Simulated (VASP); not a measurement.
Method: PBE GGA with D4 dispersion, VASP's PBE PAW potentials (set 64) (plane waves; VASP).

Input for VASP

**INCAR**
```
# general
SYSTEM  =  LiCl
PREC    =  Accurate
ENCUT   =  520
LREAL   =  .FALSE.
LASPH   =  .TRUE.
ICHARG  =  11

# electronic loop
EDIFF   =  1E-7
NELM    =  100
ALGO    =  Normal

# smearing
ISMEAR  =  0
SIGMA   =  0.05

# functional
GGA     =  PE
IVDW    =  13

# output
LWAVE   =  .FALSE.
LCHARG  =  .FALSE.
LORBIT  =  11
```

KPOINTS:
```
k-points along high-symmetry lines
15
Line-mode
Reciprocal
  0.000000   0.000000   0.000000 ! GAMMA
  0.500000   0.000000   0.500000 ! X

  0.500000   0.000000   0.500000 ! X
  0.625000   0.250000   0.625000 ! U

  0.375000   0.375000   0.750000 ! K
  0.000000   0.000000   0.000000 ! GAMMA

  0.000000   0.000000   0.000000 ! GAMMA
  0.500000   0.500000   0.500000 ! L

  0.500000   0.500000   0.500000 ! L
  0.500000   0.250000   0.750000 ! W

  0.500000   0.250000   0.750000 ! W
  0.500000   0.000000   0.500000 ! X
```

POSCAR:
```
LiCl
3.5955820
  0.0000000000   0.7071068594   0.7071068594
  0.7071068594   0.0000000000   0.7071068594
  0.7071068594   0.7071068594   0.0000000000
Li Cl
1 1
direct
  0.0000000000   0.0000000000   0.0000000000
  0.5000000000   0.5000000000   0.5000000000
```

POTCAR, in this order: Li_sv Cl (PBE.64 set). Program: vasp_std. Read from the step before: CHGCAR.

Output

### OSZICAR
```
       N       E                     dE             d eps       ncg     rms          rms(c)
DAV:   1     0.429447485254E+02    0.42945E+02   -0.42955E+03  1620   0.104E+03
DAV:   2    -0.520761908532E+01   -0.48152E+02   -0.46259E+02  2159   0.161E+02
DAV:   3    -0.694011472689E+01   -0.17325E+01   -0.17308E+01  2115   0.367E+01
DAV:   4    -0.697058464602E+01   -0.30470E-01   -0.30454E-01  2536   0.483E+00
DAV:   5    -0.697083718507E+01   -0.25254E-03   -0.25249E-03  2248   0.378E-01
DAV:   6    -0.697084029538E+01   -0.31103E-05   -0.31102E-05  2600   0.347E-02
DAV:   7    -0.697084032564E+01   -0.30254E-07   -0.30229E-07  2373   0.250E-03
   1 F= -.72210764E+01 E0= -.72210764E+01  d E =-.109228E-18
```

File OUTCAR:
```
 val. band max:        0.7827740306   @ k =   0.0804   0.0804   0.1607

 cond. band min:       7.2734847500   @ k =   0.0000   0.0000   0.0000



 k-point     1 :       0.0000    0.0000    0.0000
  band No.  band energies     occupation
      1     -42.6986      2.00000
      2     -12.7111      2.00000
      3       0.7794      2.00000
      4       0.7794      2.00000
      5       0.7794      2.00000
      6       7.2735      0.00000
      7      12.7389      0.00000
      8      12.7389      0.00000
      9      12.7389      0.00000

 k-point     2 :       0.0357    0.0000    0.0357
  band No.  band energies     occupation
      1     -42.6985      2.00000
      2     -12.7021      2.00000
      3       0.7362      2.00000
      4       0.7627      2.00000
      5       0.7627      2.00000
      6       7.3359      0.00000
      7      12.6296      0.00000
      8      12.7443      0.00000
      9      12.7444      0.00000

 k-point     3 :       0.0714    0.0000    0.0714
  band No.  band energies     occupation
      1     -42.6984      2.00000
      2     -12.6754      2.00000
      3       0.6107      2.00000
      4       0.7137      2.00000
      5       0.7137      2.00000
      6       7.5185      0.00000
      7      12.3415      0.00000
      8      12.7652      0.00000
      9      12.7703      0.00000

 k-point     4 :       0.1071    0.0000    0.1071
  band No.  band energies     occupation
      1     -42.6981      2.00000
      2     -12.6316      2.00000
      3       0.4140      2.00000
      4       0.6362      2.00000
      5       0.6362      2.00000
      6       7.8094      0.00000
      7      11.9519      0.00000
      8      12.7157      0.00000
      9      12.8127      0.00000

 k-point     5 :       0.1429    0.0000    0.1429
  band No.  band energies     occupation
      1     -42.6978      2.00000
      2     -12.5721      2.00000
      3       0.1608      2.00000
      4       0.5355      2.00000
...
```

The density is held fixed in this step, so its total energy and stress have no physical meaning.

The compound is LiCl in the rock salt structure. It was relaxed first.
